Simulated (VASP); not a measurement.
Computed with PBEsol GGA, VASP's PBE PAW potentials (set 64) (plane waves; VASP).

VASP ran on this input.

POSCAR:
```
CoAl
1
    2.7127697866     0.0000000000     0.0000000000
    0.0000000000     2.7127697866     0.0000000000
    0.0000000000     0.0000000000     2.7127697866
Al Co
1 1
Direct
  0.5000000000   0.5000000000   0.5000000000
  0.0000000000   0.0000000000   0.0000000000
```

**KPOINTS**
```
Regular mesh
0
G
  13 13 13
0 0 0
```

**INCAR**
```
# general
SYSTEM   =  CoAl
PREC     =  Accurate
ENCUT    =  500   # plane-wave cut-off (eV)
LREAL    =  .False.   # projection in real space or not
LASPH    =  .True.

# electronic loop
EDIFF    =  1E-6   # SCF stop (eV)
NELM     =  100
ALGO     =  Normal
LMAXMIX  =  4

# smearing
ISMEAR   =  1
SIGMA    =  0.1

# functional
GGA      =  PS   # PBEsol

# ions
IBRION   =  2   # conjugate gradients
NSW      =  40
ISIF     =  3   # ions, shape and volume
EDIFFG   =  -0.02   # ionic stop
PSTRESS  =  450

# output
LWAVE    =  .False.
LCHARG   =  .False.
```

POTCAR, in this order: Al Co (PBE.64 set). Program: vasp_std.

Output

OSZICAR:
```
       N       E                     dE             d eps       ncg     rms          rms(c)
DAV:   1     0.355271826877E+02    0.35527E+02   -0.53197E+03  1704   0.128E+03
DAV:   2    -0.134846950544E+02   -0.49012E+02   -0.46411E+02  1688   0.194E+02
DAV:   3    -0.148079555399E+02   -0.13233E+01   -0.13139E+01  1958   0.419E+01
DAV:   4    -0.148312391500E+02   -0.23284E-01   -0.23274E-01  2006   0.505E+00
DAV:   5    -0.148319663414E+02   -0.72719E-03   -0.72717E-03  1944   0.912E-01    0.147E+01
DAV:   6    -0.165896001025E+02   -0.17576E+01   -0.67148E+01  1848   0.130E+02    0.152E+01
DAV:   7    -0.129178669052E+02    0.36717E+01   -0.28863E+01  1854   0.813E+01    0.216E+00
DAV:   8    -0.128879862572E+02    0.29881E-01   -0.21949E-01  1820   0.459E+00    0.121E+00
DAV:   9    -0.128700705082E+02    0.17916E-01   -0.52824E-02  2034   0.325E+00    0.324E-01
DAV:  10    -0.128696269051E+02    0.44360E-03   -0.14944E-03  2324   0.593E-01    0.189E-01
DAV:  11    -0.128696033380E+02    0.23567E-04   -0.34427E-05  1954   0.580E-02    0.197E-02
DAV:  12    -0.128695970217E+02    0.63163E-05   -0.27288E-05  1898   0.821E-02    0.530E-03
DAV:  13    -0.128695970799E+02   -0.58167E-07   -0.37767E-07   918   0.668E-03
   1 F= -.72624655E+01 E0= -.72622743E+01  d E =-.726247E+01
       N       E                     dE             d eps       ncg     rms          rms(c)
DAV:   1    -0.150205692233E+02   -0.21510E+01   -0.45767E+01  1816   0.122E+02    0.175E+01
DAV:   2    -0.157931514983E+02   -0.77258E+00   -0.76497E+01  1846   0.149E+02    0.141E+01
DAV:   3    -0.120661411340E+02    0.37270E+01   -0.30180E+01  1852   0.891E+01    0.308E+00
DAV:   4    -0.120102905057E+02    0.55851E-01   -0.28306E-01  1852   0.563E+00    0.203E+00
DAV:   5    -0.119700509954E+02    0.40240E-01   -0.12430E-01  2184   0.474E+00    0.579E-01
DAV:   6    -0.119694826301E+02    0.56837E-03   -0.36102E-03  1966   0.953E-01    0.217E-01
DAV:   7    -0.119694500240E+02    0.32606E-04   -0.21144E-04  2542   0.183E-01    0.666E-02
DAV:   8    -0.119694404196E+02    0.96044E-05   -0.42218E-05  1848   0.102E-01    0.728E-03
DAV:   9    -0.119694406864E+02   -0.26679E-06   -0.75090E-07  1030   0.112E-02
   2 F= -.70940422E+01 E0= -.70940317E+01  d E =0.168423E+00
       N       E                     dE             d eps       ncg     rms          rms(c)
DAV:   1    -0.141689183056E+02   -0.21995E+01   -0.23735E+01  1786   0.929E+01    0.106E+01
DAV:   2    -0.151122177372E+02   -0.94330E+00   -0.47437E+01  1960   0.108E+02    0.125E+01
DAV:   3    -0.127201295923E+02    0.23921E+01   -0.15399E+01  1884   0.659E+01    0.244E+00
DAV:   4    -0.126986703087E+02    0.21459E-01   -0.76897E-02  1704   0.319E+00    0.166E+00
DAV:   5    -0.126757154114E+02    0.22955E-01   -0.35531E-02  2492   0.190E+00    0.284E-01
DAV:   6    -0.126757473345E+02   -0.31923E-04   -0.12562E-03  2462   0.414E-01    0.101E-01
DAV:   7    -0.126757230301E+02    0.24304E-04   -0.15723E-04  1972   0.172E-01    0.211E-02
DAV:   8    -0.126757225837E+02    0.44642E-06   -0.13731E-06  1150   0.168E-02
   3 F= -.73051692E+01 E0= -.73050252E+01  d E =-.427037E-01
       N       E                     dE             d eps       ncg     rms          rms(c)
DAV:   1    -0.126691463568E+02    0.65767E-02   -0.41591E-03  1806   0.119E+00    0.149E-01
DAV:   2    -0.126693414248E+02   -0.19507E-03   -0.86823E-03  1866   0.149E+00    0.165E-01
DAV:   3    -0.126688832683E+02    0.45816E-03   -0.33101E-03  1858   0.937E-01    0.242E-02
DAV:   4    -0.126688752793E+02    0.79890E-05   -0.22669E-05  1810   0.538E-02    0.299E-03
DAV:   5    -0.126688752280E+02    0.51338E-07   -0.59902E-07   872   0.102E-02
   4 F= -.73052165E+01 E0= -.73050743E+01  d E =-.427510E-01
```

### OUTCAR
```
------------------------ aborting loop because EDIFF is reached ----------------------------------------
  FORCE on cell =-STRESS in cart. coord.  units (eV):
  Direction    XX          YY          ZZ          XY          YZ          ZX
  --------------------------------------------------------------------------------------
  Total        5.3585528      5.3585528      5.3585528      0.0000000      0.0000000      0.0000000
  in kB      449.5716161    449.5716161    449.5716161      0.0000000      0.0000000      0.0000000
  external PRESSURE =      -0.4283839 kB  Pullay stress =     450.0000000 kB
  volume of cell :       19.10
      direct lattice vectors                 reciprocal lattice vectors
     2.672922724  0.000000000 -0.000000000     0.374122301  0.000000000 -0.000000000
    -0.000000000  2.672922724 -0.000000000    -0.000000000  0.374122301 -0.000000000
     0.000000000  0.000000000  2.672922724     0.000000000  0.000000000  0.374122301
 POSITION                                       TOTAL-FORCE (eV/Angst)
 -----------------------------------------------------------------------------------
      1.33646      1.33646      1.33646         0.000000      0.000000      0.000000
      0.00000      0.00000      0.00000        -0.000000     -0.000000      0.000000
 -----------------------------------------------------------------------------------
    total drift:                               -0.000000      0.000000     -0.000000
  FREE ENERGIE OF THE ION-ELECTRON SYSTEM (eV)
  ---------------------------------------------------
  free  energy   TOTEN  =       -12.6688752280 eV

  energy  without entropy=      -12.6684487876  energy(sigma->0) =      -12.66873308
  enthalpy is  TOTEN    =        -7.3052164543 eV   P V=        5.3636587737

 reached required accuracy - stopping structural energy minimisation
```
(Selected blocks of OUTCAR.)

**CONTCAR**
```
CoAl
   1.00000000000000
     2.6729227241461904    0.0000000000000000   -0.0000000000000000
    -0.0000000000000000    2.6729227241461904   -0.0000000000000000
     0.0000000000000000    0.0000000000000000    2.6729227241461904
  Al              Co
     1     1
Direct
     0.5000000000000000    0.5000000000000000    0.5000000000000000
     0.0000000000000000    0.0000000000000000    0.0000000000000000
```

Energy and stress use the plane-wave basis of the starting cell.

The compound is CoAl in the CsCl type structure. This run relaxes it under an external pressure of 45 GPa. Symmetry was kept, so distortions that lower it aren't found. The run is not spin-polarised, so no magnetic state was tried.
